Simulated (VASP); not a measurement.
# Ge$_{4}$Si$_{4}$ (ordered alloy cell): computed properties

Level of theory: PBEsol GGA, VASP's PBE PAW potentials (set 64) (plane waves; VASP 6.6.1).

- space group: R-3m (166)
- cell: a = b = 3.9203 Å, c = 38.3409 Å, α = β = 90.00°, γ = 120.00°
- volume per atom: 21.26 Å³/atom
- band gap (over mesh and band path): 0.27 eV
- smallest direct gap (over mesh and band path): 0.64 eV
- density: 3.93 g/cm³

```cif
data_Ge4Si4
_chemical_formula_sum 'Si4 Ge4'
_space_group_name_H-M_alt 'P 1'
_space_group_IT_number 1
_cell_length_a 3.92033
_cell_length_b 3.92033
_cell_length_c 15.66219
_cell_angle_alpha 59.960
_cell_angle_beta 59.960
_cell_angle_gamma 60.000
loop_
_space_group_symop_operation_xyz
  'x, y, z'
loop_
_atom_site_label
_atom_site_type_symbol
_atom_site_fract_x
_atom_site_fract_y
_atom_site_fract_z
_atom_site_occupancy
Si1 Si 0.99243 0.99243 0.00567 1
Si2 Si 0.24782 0.24782 0.06413 1
Si3 Si 0.00218 0.00218 0.24837 1
Si4 Si 0.25757 0.25757 0.30683 1
Ge1 Ge 0.00769 0.00769 0.49423 1
Ge2 Ge 0.25219 0.25219 0.56085 1
Ge3 Ge 0.99781 0.99781 0.75165 1
Ge4 Ge 0.24231 0.24231 0.81827 1
```

The structure was generated: Ge4Si4 was put into an ordered model structure (R-3m), which need not be its known phase. It was relaxed first. Symmetry was kept, so distortions that lower it aren't found.
